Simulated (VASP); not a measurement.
ZnCd7O8:

```
Zn Cd O
1.0
    -4.65889    4.65889    0.00000
    -4.65889    0.00000    4.65889
     0.00000    4.65889    4.65889
Zn Cd O
1 7 8
Direct
  0.00000 0.00000 0.00000
  0.50000 0.00000 0.00000
  0.00000 0.50000 0.00000
  0.00000 0.00000 0.50000
  0.50000 0.50000 0.00000
  0.50000 0.00000 0.50000
  0.00000 0.50000 0.50000
  0.50000 0.50000 0.50000
  0.75000 0.75000 0.75000
  0.25000 0.75000 0.75000
  0.75000 0.25000 0.75000
  0.75000 0.75000 0.25000
  0.25000 0.25000 0.75000
  0.25000 0.75000 0.25000
  0.75000 0.25000 0.25000
  0.25000 0.25000 0.25000
```

The cell was built by a generator and needn't be a form met in nature.

- Program: VASP 6.6.1
- Task: relaxation of cell and atoms
- Functional: PBEsol
- Potentials or basis: VASP PAW PBE potentials, release 64 (Zn, Cd, O)
- Cutoff: 600 eV
- k mesh: 6 × 6 × 6
- Occupations: gaussian, width 0.03 eV
- Spin: no spin polarisation

At the start: pressure 0.5 GPa; volume 12.64 Å³/atom.

**Question.** How do energy, volume and symmetry change on relaxing?

**Answer.** Over 7 steps the energy falls by 13.4 meV/atom and the volume is 12.62 Å³/atom (-0.1 %); space group Fm-3m (No. 225, to 0.05 Å).

Step by step:
| step | energy change (eV) | largest force (eV/Å) | pressure (GPa) | volume (Å³) |
| --- | --- | --- | --- | --- |
| 1 | 0.0000 | 0.7798 | 0.48 | 202.24 |
| 2 | -0.1378 | 0.4485 | -0.66 | 203.36 |
| 3 | -0.1971 | 0.0819 | -1.84 | 204.67 |
| 4 | -0.2017 | 0.0387 | 1.76 | 199.70 |
| 5 | -0.2149 | 0.0187 | 0.04 | 201.98 |
| 6 | -0.2149 | 0.0178 | 0.09 | 201.93 |
| 7 | -0.2150 | 0.0037 | 0.05 | 201.97 |

Final structure:
```
Zn Cd O
1.0
    -4.65678    4.65678    0.00000
    -4.65678    0.00000    4.65678
     0.00000    4.65678    4.65678
Zn Cd O
1 7 8
Cartesian
  0.0000 0.0000 0.0000
  -2.3284 2.3284 0.0000
  -2.3284 0.0000 2.3284
  0.0000 2.3284 2.3284
  -4.6568 2.3284 2.3284
  -2.3284 4.6568 2.3284
  -2.3284 2.3284 4.6568
  -4.6568 4.6568 4.6568
  -6.9852 6.9852 6.9852
  -4.6568 4.6568 7.0774
  -4.6568 7.0774 4.6568
  -7.0774 4.6568 4.6568
  -2.2362 4.6568 4.6568
  -4.6568 2.2362 4.6568
  -4.6568 4.6568 2.2362
  -2.3284 2.3284 2.3284
```

Caveat: the PAW data sets were made with another functional, which shifts forces and pressure a little.
